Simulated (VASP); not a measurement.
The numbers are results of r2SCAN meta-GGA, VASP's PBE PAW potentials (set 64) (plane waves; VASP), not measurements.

VASP input:

**INCAR**
```
# general
SYSTEM  = SrTiO3
PREC    = Accurate
ENCUT   = 520
LREAL   = F
LASPH   = T

# electronic loop
EDIFF   = 1E-7
NELM    = 100
ALGO    = Normal
LMAXMIX = 4
LMIXTAU = T

# smearing
ISMEAR  = 0
SIGMA   = 0.05

# functional
METAGGA = R2SCAN

# ions
ISIF    = 2

# output
LWAVE   = F
LCHARG  = F
```

KPOINTS:
```
Automatic mesh
0
Gamma
7 7 7
0 0 0
```

### POSCAR
```
SrTiO3
1
    3.9519010836     0.0000000000     0.0000000000
    0.0000000000     3.9519010836     0.0000000000
    0.0000000000     0.0000000000     3.9519010836
Sr Ti O
1 1 3
Direct
  0.0000000000   0.0000000000   0.0000000000
  0.5000000000   0.5000000000   0.5000000000
  0.5000000000   0.0000000000   0.5000000000
  0.0000000000   0.5000000000   0.5000000000
  0.5000000000   0.5000000000   0.0000000000
```

POTCAR, in this order: Sr_sv Ti_sv O (PBE.64 set). Program: vasp_std.

Output of the run:

File OSZICAR:
```
       N       E                     dE             d eps       ncg     rms          rms(c)
DAV:   1     0.432349805050E+03    0.43235E+03   -0.22292E+04   960   0.188E+03
DAV:   2    -0.329499039803E+02   -0.46530E+03   -0.45731E+03  1120   0.513E+02
DAV:   3    -0.839613895348E+02   -0.51011E+02   -0.50568E+02  1448   0.156E+02
DAV:   4    -0.862720823357E+02   -0.23107E+01   -0.23093E+01  1424   0.302E+01
DAV:   5    -0.863516508232E+02   -0.79568E-01   -0.79549E-01  1376   0.452E+00    0.259E+01
DAV:   6    -0.637841094236E+02    0.22568E+02   -0.48282E+01  1480   0.766E+01    0.129E+01
DAV:   7    -0.624813949728E+02    0.13027E+01   -0.42924E+00  1112   0.142E+01    0.653E+00
DAV:   8    -0.663140850144E+02   -0.38327E+01   -0.15022E+00  1208   0.108E+01    0.224E+00
DAV:   9    -0.624427058449E+02    0.38714E+01   -0.12712E+00  1024   0.881E+00    0.115E+00
DAV:  10    -0.631798334967E+02   -0.73713E+00   -0.26091E-01  1192   0.430E+00    0.728E-01
DAV:  11    -0.632247847398E+02   -0.44951E-01   -0.21131E-02  1160   0.116E+00    0.235E-01
DAV:  12    -0.633000954944E+02   -0.75311E-01   -0.31455E-02   976   0.190E+00    0.169E-01
DAV:  13    -0.633016183773E+02   -0.15229E-02   -0.15528E-03  1416   0.396E-01    0.131E-01
DAV:  14    -0.633020408431E+02   -0.42247E-03   -0.21692E-03  1192   0.503E-01    0.771E-02
DAV:  15    -0.633032111402E+02   -0.11703E-02   -0.63088E-04  1136   0.273E-01    0.314E-02
DAV:  16    -0.633032541233E+02   -0.42983E-04   -0.38320E-05  1368   0.554E-02    0.261E-02
DAV:  17    -0.633032382377E+02    0.15886E-04   -0.14439E-05  1008   0.422E-02    0.243E-02
DAV:  18    -0.633032499250E+02   -0.11687E-04   -0.30937E-05  1216   0.463E-02    0.451E-03
DAV:  19    -0.633032517779E+02   -0.18529E-05   -0.36034E-06  1056   0.213E-02    0.349E-03
DAV:  20    -0.633032516138E+02    0.16407E-06   -0.25597E-07   872   0.419E-03    0.291E-03
DAV:  21    -0.633032513794E+02    0.23439E-06   -0.35446E-07   920   0.807E-03    0.861E-04
DAV:  22    -0.633032513730E+02    0.64920E-08   -0.10394E-07   560   0.296E-03
   1 F= -.63303251E+02 E0= -.63303251E+02  d E =-.681724E-26
```

OUTCAR:
```
------------------------ aborting loop because EDIFF is reached ----------------------------------------
  FORCE on cell =-STRESS in cart. coord.  units (eV):
  Direction    XX          YY          ZZ          XY          YZ          ZX
  --------------------------------------------------------------------------------------
  Total       -2.0079147     -2.0079147     -2.0079147      0.0000000      0.0000000     -0.0000000
  in kB      -52.1239878    -52.1239878    -52.1239878      0.0000000      0.0000000     -0.0000000
  external PRESSURE =     -52.1239878 kB  Pullay stress =       0.0000000 kB
  volume of cell :       61.72
      direct lattice vectors                 reciprocal lattice vectors
     3.951901084  0.000000000  0.000000000     0.253042771  0.000000000  0.000000000
     0.000000000  3.951901084  0.000000000     0.000000000  0.253042771  0.000000000
     0.000000000  0.000000000  3.951901084     0.000000000  0.000000000  0.253042771
 POSITION                                       TOTAL-FORCE (eV/Angst)
 -----------------------------------------------------------------------------------
      0.00000      0.00000      0.00000         0.000000      0.000000      0.000000
      1.97595      1.97595      1.97595         0.000000      0.000000      0.000000
      1.97595      0.00000      1.97595         0.000000      0.000000      0.000000
      0.00000      1.97595      1.97595         0.000000      0.000000      0.000000
      1.97595      1.97595      0.00000         0.000000      0.000000      0.000000
 -----------------------------------------------------------------------------------
    total drift:                                0.000000      0.000000     -0.000000
  FREE ENERGIE OF THE ION-ELECTRON SYSTEM (eV)
  ---------------------------------------------------
  free  energy   TOTEN  =       -63.3032513730 eV

  energy  without entropy=      -63.3032513730  energy(sigma->0) =      -63.30325137
```
(Selected blocks of OUTCAR.)

The compound is SrTiO3 in the cubic perovskite structure, the ideal cubic form; the compound distorts at low or room temperature. This cell is one point of a volume scan, at 1.03 of the reference volume.
